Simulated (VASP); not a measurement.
A convergence study with VASP on SiC (wurtzite): one setting is varied, all else stays as given below, so the limit is that of these other settings. Each run relaxes cell and ions; the cell shown is the tightest run's result. The basis is that of the starting cell, so low cut-offs carry a Pulay error.

```
CELL_PARAMETERS angstrom
      1.54576    -2.67734     0.00000
      1.54576     2.67734     0.00000
      0.00000     0.00000     5.07312
ATOMIC_POSITIONS crystal
  Si 0.66667 0.33333 0.49957
  Si 0.33333 0.66667 0.99957
  C  0.66667 0.33333 0.87543
  C  0.33333 0.66667 0.37543
```

Method: PBE GGA, VASP's PBE PAW potentials (set 64) (plane waves; VASP). The tightest run used: 800 eV cut-off, 7×7×4 Γ-centred mesh, Gaussian smearing of 0.050 eV, potentials Si C.

The reference is ENCUT = 800, which took about 30 core-seconds. The timings are rough (shared machines, no repeats); factors under 2 mean little.

Problem. Of the settings ENCUT = 250; ENCUT = 300; ENCUT = 350; ENCUT = 400; ENCUT = 450; ENCUT = 500; ENCUT = 550; ENCUT = 600; ENCUT = 650; ENCUT = 700; ENCUT = 750; ENCUT = 800, which is the lowest that keeps the difference from the reference in relaxed volume (Å³/atom) within 0.1 from there on, and what does it cost?

Solution. ENCUT = 400; its cost over the reference is within a factor of 2.
| setting | difference in relaxed volume (Å³/atom) | cost over the reference |
|---|---|---|
| ENCUT = 250 | 0.648 | within a factor of 2 |
| ENCUT = 300 | 0.351 | within a factor of 2 |
| ENCUT = 350 | 0.160 | about 1/2 |
| ENCUT = 400 | 0.053 | within a factor of 2 |
| ENCUT = 450 | 0.005 | within a factor of 2 |
| ENCUT = 500 | 0.004 | within a factor of 2 |
| ENCUT = 550 | 0.004 | within a factor of 2 |
| ENCUT = 600 | 0.000 | within a factor of 2 |
| ENCUT = 650 | 0.003 | within a factor of 2 |
| ENCUT = 700 | 0.003 | within a factor of 2 |
| ENCUT = 750 | 0.002 | within a factor of 2 |
| ENCUT = 800 | 0.000 | reference |

Left out are rungs that failed or repeat a setting and relaxations that didn't move; long series are thinned to 24 rows.

The compound is SiC in the wurtzite structure, the rare 2H polytype.
